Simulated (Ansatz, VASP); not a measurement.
**KI: VASP beside Ansatz**

Aim: how closely do two programs agree when they are given the same cell, functional and k mesh? The cell is taken from a series of runs on this material, whose earlier steps may have relaxed, scaled, displaced or heated it; both programs get it as it stands.

Main program and level: Ansatz 0.2.0; plane waves, with VASP 6.6.1 beside it; relaxation of cell and atoms at PBE and zone-centre phonons at PBE.

## 1. Set-up

It takes space group Fm-3m (No. 225, cubic). Conventional cell: a = 7.174 Å, b = 7.174 Å, c = 7.174 Å, α = 90.00°, β = 90.00°, γ = 90.00°. Nearest to K lie 6 I at 3.59 Å. I has 6 K at 3.59 Å nearest. Farther neighbours and most contacts between anions are not listed.

## 2. Ansatz: relaxation of cell and atoms, PBE

Ansatz runs on norm-conserving files, of PseudoDojo where its log says so.

The relaxed volume is the usual yardstick between codes: in a stiff, nearly cubic crystal its relative difference is about their pressure difference at one cell divided by the bulk modulus.

Input file input.yaml:

```yaml
crystal:
  lattice:
    - [0.0, 3.5871190451, 3.5871190451]
    - [3.5871190451, 0.0, 3.5871190451]
    - [3.5871190451, 3.5871190451, 0.0]
  atoms:
    - { symbol: K, position: [0.0, 0.0, 0.0] }
    - { symbol: I, position: [0.5, 0.5, 0.5] }
kpoints:
  mp_grid: { grid: [6, 6, 6] }
hamiltonian:
  xc: pbe
  pseudopotentials: { kind: nc, accuracy: standard }
scf:
  occupations: { method: fixed }
output:
  forces: true
  stress: true
  eigenvalues: true
relax:
  adjacent_minimum: "off"
  f_tol: 0.001
  max_steps: 60
  cell: { stress_tol: 0.01 }
```

Launch:

```sh
$ ansatz run input.yaml --threads 4 --pin off --max-ram 7168MiB --backend cpu --events-out ev --progress --plain --runs-dir out
```

Numbers of over 12 decimals in the logs are rounded to 6 here.

What it wrote:

```text
Engine: ansatz 0.2.0, aarch64-unknown-linux-gnu
Pseudopotentials: kind: nc
Pseudopotential: K, nc, valence charge 9, recommended cutoff 1006.821291 eV (normal), K.nc.azcp (PseudoDojo's, or run here from an input of PseudoDojo's; its table is named by hamiltonian.pseudopotentials.accuracy)
Pseudopotential: I, nc, valence charge 7, recommended cutoff 952.398519 eV (normal), I.nc.azcp (PseudoDojo's, or run here from an input of PseudoDojo's; its table is named by hamiltonian.pseudopotentials.accuracy)
Functional definition: PBE
  parameter kappa = 0.804
  parameter beta = 0.066725
  exchange = pbe_x(kappa = kappa, mu = beta*pi^2/3)
  correlation = pbe_c(beta = beta)
Crystal: 2 atoms, lattice volume = 92.314 Å³
Basis set: ecut = 1006.821291 eV, 6735 PW (Γ), exchange–correlation on 108×108×108 points (8 copies of the dense FFT grid, shifted against one another)
Bands: 12, of which v1, the nominal top of the filled ones, is band 8 counted from 1 (7 counted from 0)
Symmetry: 48 space group operations
Space group: Fm-3m (ITA 225), of the structure as read, at distance tolerance 4.5e-5 Å
k-points: 16 of 216
Non-local potential: K, projectors of the file, l = 0: 2, l = 1: 2, l = 2: 2
Non-local potential: I, projectors of the file, l = 0: 2, l = 1: 2, l = 2: 2, l = 3: 2
Initial density: superposition of atomic densities (chi_scale 0.1, normalization cell, long waves kept (reshape's long-wave potential 0.00 eV rms))
Initial wavefunctions: pseudopotential atomic-orbital guess
Functional: x = pbe(κ = 0.804, μ = 0.219515), c = pbe(β = 0.066725)
SCF iter   1: F=—  HF=-1173.368996 eV  |F-HF|=—  |Δ(HF+E_count)|=         —  Δρ=2.57e-2  dr2=1.00e0  ethr=3.10e-3  ⟨swp⟩=7.2  Hψ=1284  notcnv=0  defer=25
preconditioner: auto → none  [insulator: Δε(μ)=3.095 eV  Ē_g=8.914 eV  n_scr=14 (ndim 8)  ℏωp=10.9 eV  f_vac=0.000  ε∞_Penn≈2.5]
SCF iter   2: F=—  HF=-1172.906720 eV  |F-HF|=—  |Δ(HF+E_count)|=   4.62e-1  Δρ=5.59e-3  dr2=4.77e-2  ethr=3.10e-3  ⟨swp⟩=4.0  Hψ=596  notcnv=0  defer=24
SCF iter   3: F=—  HF=-1172.904577 eV  |F-HF|=—  |Δ(HF+E_count)|=   2.14e-3  Δρ=2.79e-3  dr2=6.24e-3  ethr=2.98e-4  ⟨swp⟩=4.0  Hψ=397  notcnv=0  defer=30
SCF iter   4: F=—  HF=-1172.907896 eV  |F-HF|=—  |Δ(HF+E_count)|=   3.32e-3  Δρ=4.04e-4  dr2=2.97e-4  ethr=3.90e-5  ⟨swp⟩=2.9  Hψ=309  notcnv=0  defer=30
SCF iter   5: F=—  HF=-1172.908176 eV  |F-HF|=—  |Δ(HF+E_count)|=   2.80e-4  Δρ=9.16e-5  dr2=8.22e-6  ethr=1.85e-6  ⟨swp⟩=2.4  Hψ=325  notcnv=0  defer=30
SCF iter   6: F=—  HF=-1172.908173 eV  |F-HF|=—  |Δ(HF+E_count)|=   3.54e-6  Δρ=1.21e-5  dr2=8.43e-8  ethr=6.25e-10  ⟨swp⟩=13.9  Hψ=2127  notcnv=0
SCF iter   7: F=-1172.908173 eV  HF=-1172.908173 eV  |F-HF|=8.92e-10  |Δ(HF+E_count)|=   2.86e-8  Δρ=8.54e-7  dr2=2.68e-10  ethr=5.27e-10  ⟨swp⟩=4.5  Hψ=808  notcnv=0
SCF 1 converged in 7 iterations: F = -1172.908173 eV  dr2 = 2.68e-10
relax step   1: F+E_penalty+E_count = -1172.90817273 eV  Δ(F+E_penalty+E_count) = +0.000e0 eV  max|allowed force component| = 3.468e-30 eV/Å  Δτ_max = 0.0000 Å  P = +0.030 GPa  Ω = 92.314 Å³  (7 SCF iters, dr2 threshold 1.00e-7 eV, accepted)
[...]
relax step   2: F+E_penalty+E_count = -1172.90818543 eV  Δ(F+E_penalty+E_count) = -1.270e-5 eV  max|allowed force component| = 3.213e-30 eV/Å  Δτ_max = 0.0000 Å  P = +0.019 GPa  Ω = 92.405 Å³  energy of the carried Pulay correction = -1.223e-6 eV  (4 SCF iters, dr2 threshold 2.22e-9 eV, accepted)
[...]
relax step   3: F+E_penalty+E_count = -1172.90819312 eV  Δ(F+E_penalty+E_count) = -7.690e-6 eV  max|allowed force component| = 1.980e-30 eV/Å  Δτ_max = 0.0000 Å  P = +0.000 GPa  Ω = 92.570 Å³  energy of the carried Pulay correction = -3.431e-6 eV  (4 SCF iters, dr2 threshold 9.16e-10 eV, accepted)
[...]
relax step   4: F+E_penalty+E_count = -1172.90819734 eV  Δ(F+E_penalty+E_count) = -4.222e-6 eV  max|allowed force component| = 2.087e-30 eV/Å  Δτ_max = 0.0000 Å  P = +0.000 GPa  Ω = 92.570 Å³  stress off target by 2.51e-4 GPa  SCF on the basis re-selected at this cell (its energy is not comparable with the rows above)  (6 SCF iters)
basis re-selected at this cell: Δ(F+E_penalty+E_count) = -4.222e-6 eV, ΔP = +0.000 GPa vs the last step (what re-selecting the basis moved, of the pressure what is left beyond the Pulay correction that the steps carried, after the strain that the cell walked since its last selection, with what the two solves' SCF thresholds leave and, on support functions, any second-order correction that the steps lacked; it is no m [...]
SCF converged after 6 iterations
Free energy (F): -1172.908197 eV
Harris-Foulkes:  -1172.908197 eV  (|F-HF|=6.82e-13)
Internal energy: -1172.908197 eV  (E = F + TS)
E sigma→0 (E₀):  -1172.908197 eV
Fermi energy:    1.052331 eV
--- Per-component energies (eV) ---
  E_band       = -136.615243
  E_kinetic    = 366.049366
  E_local      = -954.722256  (includes V_loc(G=0)·N_el)
  E_nonlocal   = 167.459704
  E_hartree    = 266.668592
  E_xc         = -283.089391
  E_vxc        = -248.739238  (∫ρ·V_xc dr)
  E_ewald      = -735.274212
  E_smearing   = -0.000000  (= −TS)
  E_closure    = -0.000000  (closes the sum)
  Σ components = -1172.908197   (vs F -1172.908197, Δ=0.00e0)
--- Forces (eV/Å), atoms counted from 1 ---
  atom   1  K     -0.00000000     0.00000000    -0.00000000
  atom   2  I      0.00000000    -0.00000000    -0.00000000
  max |Σ_I F_I| component: 4.77e-30 eV/Å
--- Stress (GPa, compression-positive) ---
        0.000251      -0.000000      -0.000000
       -0.000000       0.000251      -0.000000
       -0.000000      -0.000000       0.000251
  P = ⅓ Tr σ = 0.0003 GPa (0.003 kbar)
--- Band table (eV; the first three rows and the last of 16) ---
  k-point 0: bands = [... 4 lower, -9.3826, 1.0523, 1.0523, 1.0523, 4.9031, 7.5724, 7.5724, 7.5724]
  k-point 1: bands = [... 4 lower, -9.3260, 0.6704, 0.9727, 0.9727, 5.5002, 7.4772, 7.8493, 7.8493]
  k-point 2: bands = [... 4 lower, -9.2160, 0.0843, 0.8241, 0.8241, 6.3159, 7.9521, 8.5143, 8.5143]
  k-point 15: bands = [... 4 lower, -9.2266, 0.2485, 0.5350, 0.5576, 6.7492, 7.3161, 8.3722, 9.1933]
--- Relaxed structure (3 steps of the walk, 3 accepted, 1 SCFs on fresh bases) ---
  F+E_penalty+E_count = -1172.90819734 eV   max|allowed force component| = 2.087e-30 eV/Å   (the final SCF, on the basis selected at the relaxed cell)
  cell:  # Å, volume = 92.5701 Å³
    - [0, 3.590434, 3.590434]
    - [3.590434, 0, 3.590434]
    - [3.590434, 3.590434, 0]
  atoms:
    - { symbol: K, position: [0, 0, 0] }
    - { symbol: I, position: [0.5, 0.5, 0.5] }
```

## 3. VASP: relaxation of cell and atoms, PBE

The same cell, functional and mesh now go to VASP, with its own data sets.

Lines of VASP's logs that name or quote its potential files are left out, and so is its time.

Input file INCAR:

```
SYSTEM = KI
PREC = Accurate
ENCUT = 500
EDIFF = 1E-07
NELM = 120
ISMEAR = 0
SIGMA = 0.01
LREAL = .FALSE.
ALGO = Normal
GGA = PE
NBANDS = 14
LORBIT = 11
LWAVE = .FALSE.
LCHARG = .FALSE.
ISIF = 3
IBRION = 2
NSW = 80
EDIFFG = -0.005
LASPH = .TRUE.
GGA_COMPAT = .FALSE.
NELMIN = 4
EFERMI = MIDGAP
```

Input file POSCAR:

```
KI
1.0
    0.0000000000      3.5871190000      3.5871190000
    3.5871190000      0.0000000000      3.5871190000
    3.5871190000      3.5871190000      0.0000000000
K I
1 1
Direct
    0.0000000000      0.0000000000      0.0000000000
    0.5000000000      0.5000000000      0.5000000000
```

Input file KPOINTS:

```
Automatic mesh
0
Gamma
6 6 6
0 0 0
```

The projector-augmented-wave data sets are K_sv and I (PBE family, release 64).

Launch:

```sh
$ mpirun -np 1 vasp_std
```

What it wrote:

```text
[banner, memory and clock lines left out]
running    1 mpi-ranks, on    1 nodes
 distrk:  each k-point on    1 cores,    1 groups
 distr:  one band on    1 cores,    1 groups

 POSCAR found type information on POSCAR K I
 POSCAR found :  2 types and       2 ions
 LDA part: xc-table for (Slater+PW92), standard interpolation
 POSCAR, INCAR and KPOINTS ok, starting setup
 FFT: planning ... GRIDC
 FFT: planning ... GRID_SOFT
 FFT: planning ... GRID
 WAVECAR not read
 entering main loop
       N       E                     dE             d eps       ncg     rms          rms(c)
DAV:   1     0.866841921068E+02    0.86684E+02   -0.62580E+03   448   0.930E+02
DAV:   2     0.380006884732E+00   -0.86304E+02   -0.78784E+02   556   0.215E+02
DAV:   3    -0.535292091854E+01   -0.57329E+01   -0.56951E+01   598   0.485E+01
DAV:   4    -0.565329024711E+01   -0.30037E+00   -0.30025E+00   760   0.100E+01
DAV:   5    -0.565421180575E+01   -0.92156E-03   -0.92155E-03   592   0.618E-01    0.281E+00
DAV:   6    -0.556386945001E+01    0.90342E-01   -0.11352E-01   538   0.188E+00    0.203E+00
DAV:   7    -0.555825521044E+01    0.56142E-02   -0.12626E-01   586   0.177E+00    0.794E-01
DAV:   8    -0.556424663823E+01   -0.59914E-02   -0.13654E-02   492   0.757E-01    0.113E-01
DAV:   9    -0.556478522434E+01   -0.53859E-03   -0.12159E-03   610   0.200E-01    0.756E-02
DAV:  10    -0.556491392506E+01   -0.12870E-03   -0.13928E-04   536   0.690E-02    0.203E-02
DAV:  11    -0.556495978858E+01   -0.45864E-04   -0.56644E-05   466   0.464E-02    0.147E-02
DAV:  12    -0.556496053999E+01   -0.75141E-06   -0.34658E-06   592   0.143E-02    0.104E-02
DAV:  13    -0.556496077663E+01   -0.23664E-06   -0.41378E-07   458   0.370E-03    0.416E-03
DAV:  14    -0.556496099740E+01   -0.22077E-06   -0.37252E-07   508   0.311E-03    0.142E-03
DAV:  15    -0.556496092510E+01    0.72293E-07   -0.17118E-08   386   0.989E-04
   1 F= -.55649609E+01 E0= -.55649609E+01  d E =-.556496E+01
 curvature:   0.00 expect dE= 0.000E+00 dE for cont linesearch  0.000E+00
 trial: gam= 0.00000 g(F)=  0.624E-61 g(S)=  0.731E-04 ort = 0.000E+00 (trialstep = 0.100E+01)
 search vector abs. value=  0.731E-04
 bond charge predicted
       N       E                     dE             d eps       ncg     rms          rms(c)
DAV:   1    -0.556551487414E+01   -0.55388E-03   -0.10601E-02   472   0.844E-01    0.144E-01
DAV:   2    -0.556513392163E+01    0.38095E-03   -0.86854E-04   608   0.235E-01    0.580E-02
DAV:   3    -0.556502031762E+01    0.11360E-03   -0.32892E-04   768   0.123E-01    0.453E-02
DAV:   4    -0.556502045387E+01   -0.13625E-06   -0.93464E-06   732   0.189E-02    0.189E-02
DAV:   5    -0.556501828071E+01    0.21732E-05   -0.12213E-05   840   0.170E-02    0.354E-03
DAV:   6    -0.556501814801E+01    0.13270E-06   -0.86645E-08   394   0.264E-03    0.237E-03
DAV:   7    -0.556501801587E+01    0.13214E-06   -0.63749E-08   292   0.178E-03    0.552E-04
DAV:   8    -0.556501792859E+01    0.87276E-07   -0.18289E-08   224   0.106E-03
   2 F= -.55650179E+01 E0= -.55650179E+01  d E =-.570035E-04
 trial-energy change:   -0.000057  1 .order   -0.000057   -0.000073   -0.000040
 step:   2.2347(harm=  2.2347)  dis= 0.00000  next Energy=    -5.565043 (dE=-0.817E-04)
 bond charge predicted
       N       E                     dE             d eps       ncg     rms          rms(c)
DAV:   1    -0.556580058950E+01   -0.78257E-03   -0.16145E-02   460   0.104E+00    0.178E-01
DAV:   2    -0.556521855292E+01    0.58204E-03   -0.13264E-03   614   0.290E-01    0.717E-02
DAV:   3    -0.556504512492E+01    0.17343E-03   -0.49974E-04   762   0.152E-01    0.559E-02
DAV:   4    -0.556504611777E+01   -0.99284E-06   -0.14245E-05   732   0.232E-02    0.233E-02
DAV:   5    -0.556504355865E+01    0.25591E-05   -0.18655E-05   846   0.210E-02    0.437E-03
DAV:   6    -0.556504338343E+01    0.17522E-06   -0.14318E-07   444   0.326E-03    0.291E-03
DAV:   7    -0.556504320529E+01    0.17814E-06   -0.92100E-08   426   0.207E-03    0.614E-04
DAV:   8    -0.556504311789E+01    0.87401E-07   -0.24500E-08   224   0.129E-03
   3 F= -.55650431E+01 E0= -.55650431E+01  d E =-.821928E-04
 curvature:  -1.12 expect dE=-0.818E-09 dE for cont linesearch -0.818E-09
 trial: gam=-0.00315 g(F)=  0.814E-62 g(S)=  0.732E-09 ort = 0.231E-06 (trialstep = 0.125E+01)
 search vector abs. value=  0.100E-09
 reached required accuracy - stopping structural energy minimisation
```

From OUTCAR (step 3):

```text
ion  position               nearest neighbor table
   1  0.000  0.000  0.000-   2 3.59   2 3.59   2 3.59   2 3.59   2 3.59   2 3.59
   2  0.500  0.500  0.500-   1 3.59   1 3.59   1 3.59   1 3.59   1 3.59   1 3.59

  LATTYP: Found a face centered cubic cell.
 ALAT       =     7.1742380000

 Subroutine GETGRP returns: Found 48 space group operations
 (whereof 48 operations were pure point group operations)

The static configuration has the point symmetry O_h .

 Found     16 irreducible k-points:

   k-points           NKPTS =     16   k-points in BZ     NKDIM =     16   number of bands    NBANDS=     14

   dimension x,y,z NGX =    40 NGY =   40 NGZ =   40
   dimension x,y,z NGXF=    80 NGYF=   80 NGZF=   80

   ENCUT  =  500.0 eV  36.75 Ry    6.06 a.u.   9.25  9.25  9.25*2*pi/ulx,y,z

   NELECT =      16.0000    total number of electrons

 k-points in reciprocal lattice and weights: Automatic mesh
   0.00000000  0.00000000  0.00000000       0.005
   0.16666667  0.00000000  0.00000000       0.037
   0.33333333  0.00000000  0.00000000       0.037
   0.50000000  0.00000000  0.00000000       0.019
   0.16666667  0.16666667  0.00000000       0.028
   0.33333333  0.16666667  0.00000000       0.111
   0.50000000  0.16666667  0.00000000       0.111
  -0.33333333  0.16666667  0.00000000       0.111
  -0.16666667  0.16666667  0.00000000       0.056
[...]
-0.33333333  0.33333333  0.16666667       0.111
  -0.33333333  0.50000000  0.16666667       0.056

 average (electrostatic) potential at core
       1 -36.5580       2 -94.3849

 E-fermi :   1.2540

 k-point     1 :       0.0000    0.0000    0.0000
  band No.  band energies     occupation
    ...
      4     -12.7470      2.00000
      5     -11.0996      2.00000
      6      -0.6701      2.00000
      7      -0.6701      2.00000
      8      -0.6701      2.00000
      9       3.1781      0.00000
     10       5.8421      0.00000
     11       5.8421      0.00000
     12       5.8421      0.00000
     13       6.5259      0.00000
    ...

 k-point     2 :       0.1667    0.0000    0.0000
  band No.  band energies     occupation
    ...
      4     -12.7475      2.00000
      5     -11.0436      2.00000
      6      -1.0507      2.00000
      7      -0.7491      2.00000
      8      -0.7491      2.00000
      9       3.7740      0.00000
     10       5.7481      0.00000
     11       6.1187      0.00000
     12       6.1187      0.00000
     13       6.8157      0.00000
    ...

 k-point     3 :       0.3333    0.0000    0.0000
  band No.  band energies     occupation
    ...
      4     -12.7486      2.00000
      5     -10.9347      2.00000
      6      -1.6349      2.00000
      7      -0.8967      2.00000
      8      -0.8967      2.00000
      9       4.5901      0.00000
     10       6.2221      0.00000
     11       6.7820      0.00000
     12       6.7820      0.00000
     13       7.5916      0.00000
    ...

  Total        0.0001006      0.0001006      0.0001006     -0.0000000     -0.0000000     -0.0000000
  in kB        0.0017362      0.0017362      0.0017362     -0.0000000     -0.0000000     -0.0000000
  external PRESSURE =       0.0017362 kB  Pullay stress =       0.0000000 kB

  energy-cutoff  :      500.00
  volume of cell :       92.79
      direct lattice vectors                 reciprocal lattice vectors
    -0.000000000  3.593265245  3.593265245    -0.139149204  0.139149204  0.139149204
     3.593265245 -0.000000000  3.593265245     0.139149204 -0.139149204  0.139149204
     3.593265245  3.593265245  0.000000000     0.139149204  0.139149204 -0.139149204

 POSITION                                       TOTAL-FORCE (eV/Angst)
 -----------------------------------------------------------------------------------
      0.00000     -0.00000      0.00000         0.000000      0.000000      0.000000
      3.59327      3.59327      3.59327        -0.000000      0.000000     -0.000000
 -----------------------------------------------------------------------------------
    total drift:                                0.000000     -0.000000     -0.000000

  FREE ENERGIE OF THE ION-ELECTRON SYSTEM (eV)
  ---------------------------------------------------
  free  energy   TOTEN  =        -5.5650431179 eV

  energy  without entropy=       -5.5650431179  energy(sigma->0) =       -5.56504312

 reached required accuracy - stopping structural energy minimisation

 total charge
# of ion       s       p       d       tot
------------------------------------------
    1        1.956   5.575   0.020   7.551
    2        1.492   2.848   0.001   4.341
--------------------------------------------------
tot          3.448   8.423   0.021  11.892

[... 3 further parts left out ...]
```

CONTCAR:

```
KI
   1.00000000000000
    -0.0000000000000000    3.5932652446033768    3.5932652446033768
     3.5932652446033768   -0.0000000000000000    3.5932652446033768
     3.5932652446033768    3.5932652446033768    0.0000000000000000
  K               I
     1     1
Direct
     0.0000000000000000    0.0000000000000000    0.0000000000000000
     0.5000000000000000    0.5000000000000000    0.5000000000000000
```

## 4. Comparison

Known differences besides the potentials themselves: fixed occupations in Ansatz, narrow Gaussian smearing in VASP; the cutoff is 1006.82 eV in Ansatz and 500 eV in VASP; Ansatz adds a Pulay correction to the stress that steers its cell, VASP none. Total energies have different zeros and are not compared.

Both answers:

```tsv
quantity	Ansatz	VASP	difference
volume (Å³)	92.57	92.79	-0.24 %
edge a after relaxation, in the typed setting (Å)	5.078	5.082	-0.08 %
```

(Continued in part 2 of 2.)

[Lines on the potential files, build, host, timing and source positions are cut from VASP's logs without a mark.]

[Logs are printed without paths, hosts, clocks, repeated set-up lines and the standing remarks that a program may print on its own settings, such as how far it seeks lower states.]

[Hosts, paths, dates, database ids (printed as entryN), source tags and the programs' standing remarks are cut or masked in the printed files.]
